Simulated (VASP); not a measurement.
Co (hcp) is relaxed at rising pressure, each step from the one before. Symmetry mostly holds the structure type, and other phases were not tried. The mesh follows the cell, and a change of mesh leaves a small step in the series.

Given:

```cif
data_Co2
_chemical_formula_sum 'Co2'
_space_group_name_H-M_alt 'P 1'
_space_group_IT_number 1
_cell_length_a 2.45537
_cell_length_b 2.45537
_cell_length_c 3.96035
_cell_angle_alpha 90.000
_cell_angle_beta 90.000
_cell_angle_gamma 120.000
loop_
_space_group_symop_operation_xyz
  'x, y, z'
loop_
_atom_site_label
_atom_site_type_symbol
_atom_site_fract_x
_atom_site_fract_y
_atom_site_fract_z
_atom_site_occupancy
Co1 Co 0.33333 0.66667 0.25000 1
Co2 Co 0.66667 0.33333 0.75000 1
```
Starting moments (μB, in the order of the record's atoms Co Co): 1.6 1.6.

These are PBEsol GGA, VASP's PBE PAW potentials (set 64) (plane waves; VASP) values and carry that method's errors. Run with 500 eV cut-off, 17×17×9 Γ-centred mesh, first-order Methfessel-Paxton smearing of 0.10 eV, potentials Co.

```
P (GPa)  V (Å³/atom)  H − H(0) (eV/atom)  space group  gap on the mesh (eV)    k-mesh
-------  -----------  ------------------  -----------  --------------------  --------
0              10.34               0.000     P6_3/mmc                  0.00   17×17×9
5              10.14               0.319     P6_3/mmc                  0.00   17×17×9
10              9.96               0.633     P6_3/mmc                  0.00   17×17×9
20              9.64               1.244     P6_3/mmc                  0.00  17×17×10
30              9.37               1.836     P6_3/mmc                  0.00  17×17×10
45              9.03               2.699     P6_3/mmc                  0.00  18×18×10
```

Pressures at which the relaxation failed are left out.

The compound is Co in the hcp structure. The spin order is the one that the start imposed; others were not tried in this run.
